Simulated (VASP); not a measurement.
Given:

```
CELL_PARAMETERS angstrom
     -1.59957     1.61830     3.99223
      1.59957    -1.61830     3.99223
      1.59957     1.61830    -3.99223
ATOMIC_POSITIONS crystal
  Si 0.66500 0.66500 0.00000
  Si 0.33500 0.33500 0.00000
  W  0.00000 0.03043 0.03043
```

Level of theory: PBE GGA + U (Dudarev), VASP's PBE PAW potentials (set 64) (plane waves; VASP). Run with 400 eV cut-off, 12×12×12 Γ-centred mesh, first-order Methfessel-Paxton smearing of 0.10 eV, potentials Si W_sv, U − J: W 5.00 eV.

Unless said otherwise, spin-orbit coupling is left out, though it shifts the bands of the heavy elements here.

Task: Predict the energy per atom (σ→0), pressure, largest force, band gap (on the k-mesh) with the smallest direct gap where there is one.

Result: 
```json
{
  "band gap (on the k-mesh)": "none (metal, semimetal or under 0.01 eV)",
  "energy per atom (σ→0)": "-6.373 eV/atom",
  "pressure": "3.55 GPa",
  "largest_force": "1.045 eV/Å"
}
```

The absolute energy has meaning only against runs of the same code, potentials and settings.

The compound is WSi2 in the MoSi2 type structure. The cell was not relaxed at this level. The run is one of a series of settings (LDAU = .TRUE., LDAUJ = 0 0, LDAUL = -1 2, LDAUTYPE = 2, LDAUU = 0 5.0 against the base run), some of them coarse on purpose.
